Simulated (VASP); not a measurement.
**AlN: energy against strain**

AlN (wurtzite, P6_3mc, 10.458 Å³/atom and stress up to 0.12 GPa in the relaxed cell, c along z) under an equal strain ε along x and y, with z held. PBEsol in VASP (plane waves, PAW), 600 eV, 12×12×6 Γ-centred mesh, Gaussian smearing 0.05 eV; ions are relaxed, or left where forces stay under 0.02 eV/Å, within the symmetry of each cell.

Here s stands for strain and y for E less E0.

```csv
strain (%),E less E0 (meV/atom)
-1.50,8.16
-1.00,3.66
-0.50,0.95
0.00,0.00
0.50,0.75
1.00,3.13
1.50,7.10
3.00,?
```

Q: Fit y against s with a parabola, and predict the withheld value at s = 3.00.

A: Least squares gives y = 0.002 - 0.3171·s + 3.3905·s². Residuals (row less fit): 0.054, -0.050, -0.058, -0.002, 0.059, 0.055, -0.055; standard error 0.067 (degrees of freedom: 4). Twice the quadratic coefficient over the volume, 2 × 3.3905 meV × 10⁴ × 0.1602 / 10.458 Å³, is the elastic constants 2(C11 + C12) = 1039 ± 9 GPa (± standard error of the fit, which holds the terms cut off). At the withheld row, y = 0.002 - 0.3171 × 3.0 + 3.3905 × 3.0² = 29.565 meV/atom. The calculation gives 27.98 meV/atom, 1.585 meV/atom below the prediction (5.7 % of the range of y in the table). The row lies outside the fitted rows, so this is an extrapolation. From the scatter of the fitted rows alone, a prediction at this place has a standard error of 0.258 meV/atom, so the miss is 6.1 times that.

A polynomial of degree 3 through the 12 other runs of the series gives 27.96 there, so most of the miss is curvature that the fit leaves out. Rows are the converged runs of the series near zero and its far end; series whose fitted rows scatter by over a few per cent of the range, as at a crossing or softening among them, aren't shown in this form, nor equations of state whose B0' disagrees with the runs' pressures. Most that stay on the fit to the last digits aren't either.
